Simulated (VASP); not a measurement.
Crystal: TaN.

```
CELL_PARAMETERS angstrom
0.00000 2.19500 2.19500
2.19500 0.00000 2.19500
2.19500 2.19500 0.00000
ATOMIC_POSITIONS crystal
Ta 0.00000 0.00000 0.00000
N 0.50000 0.50000 0.50000
```

The cell was built by a generator and needn't be a form met in nature.

| Quantity | Value |
| --- | --- |
| Program | VASP 6.6.1 |
| Task | relaxation of cell and atoms |
| Functional | PBE |
| Potentials or basis | VASP PAW PBE potentials, release 64 (Ta_pv, N) |
| Cutoff | 600 eV |
| k mesh | 16 × 16 × 16 |
| Occupations | methfessel-paxton, width 0.1 eV |
| Spin | no spin polarisation |

At the start: pressure 7.1 GPa; volume 10.58 Å³/atom.

Q: How do energy, volume and symmetry change on relaxing?

A: Over 4 steps the energy falls by 4.8 meV/atom and the volume is 10.79 Å³/atom (+2.1 %); space group Fm-3m (No. 225, to 0.05 Å).

Step by step:
```tsv
step	energy change (eV)	largest force (eV/Å)	pressure (GPa)	volume (Å³)
1	0.0000	0.0000	7.12	21.15
2	0.0372	0.0000	-13.89	22.62
3	-0.0096	0.0000	-0.10	21.60
4	-0.0096	0.0000	0.04	21.59
```

Final structure:
```yaml
crystal:
  lattice:
    - [0.00000, 2.21004, 2.21004]
    - [2.21004, 0.00000, 2.21004]
    - [2.21004, 2.21004, 0.00000]
  atoms:
    - { symbol: Ta, position: [0.00000, 0.00000, 0.00000] }
    - { symbol: N, position: [0.50000, 0.50000, 0.50000] }
```
